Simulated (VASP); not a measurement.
An input for Quantum ESPRESSO's pw.x (written as the equivalent of a VASP run, and not itself run):

```
&CONTROL
  calculation = 'scf'
  pseudo_dir = './pseudo'
  outdir = './out'
  tprnfor = .true.
  tstress = .true.
/
&SYSTEM
  ibrav = 0
  nat = 2
  ntyp = 2
  ecutwfc = 58
  occupations = 'smearing'
  smearing = 'gaussian'
  degauss = 0.000735
  input_dft = 'pbe'
/
&ELECTRONS
  conv_thr = 7.3e-10
  electron_maxstep = 100
/
ATOMIC_SPECIES
  Rb 85.468 Rb.upf
  Cl 35.450 Cl.upf
CELL_PARAMETERS angstrom
     0.0000000    3.2900000    3.2900000
     3.2900000    0.0000000    3.2900000
     3.2900000    3.2900000    0.0000000
ATOMIC_POSITIONS crystal
  Rb   0.0000000  0.0000000  0.0000000
  Cl   0.5000000  0.5000000  0.5000000
K_POINTS automatic
  4 4 4 0 0 0
```

Q: Write the VASP files for the same calculation (PBE).

A: Several could match; the one computed here: 
**KPOINTS**
```
kpoints
0
gamma
4 4 4
0 0 0
```

File POSCAR:
```
RbCl
1
    0.0000000000     3.2900000000     3.2900000000
    3.2900000000     0.0000000000     3.2900000000
    3.2900000000     3.2900000000     0.0000000000
Rb Cl
1 1
Direct
  0.0000000000   0.0000000000   0.0000000000
  0.5000000000   0.5000000000   0.5000000000
```

### INCAR
```
# general
SYSTEM=RbCl
PREC  =Normal
ENCUT =500
LREAL =F   # projection in real space or not
LASPH =T   # aspherical one-centre terms

# electronic loop
EDIFF =1E-8
NELM  =100
ALGO  =Normal

# smearing
ISMEAR=0   # Gaussian
SIGMA =0.01   # width (eV)

# functional
GGA   =PE   # PBE

# output
LWAVE =T
LCHARG=F
```

POTCAR, in this order: Rb_sv_GW Cl_GW (PBE.64 set). Program: vasp_std.

Limits of the translation: the potentials are each code's own (VASP's PAW set, PseudoDojo norm-conserving files in pw.x), so ENCUT and ecutwfc are chosen apart and not converted; conv_thr bounds pw.x's estimated SCF error, while EDIFF bounds the energy change between steps.

The compound is RbCl in the rock salt structure. The cell was not relaxed at this level.
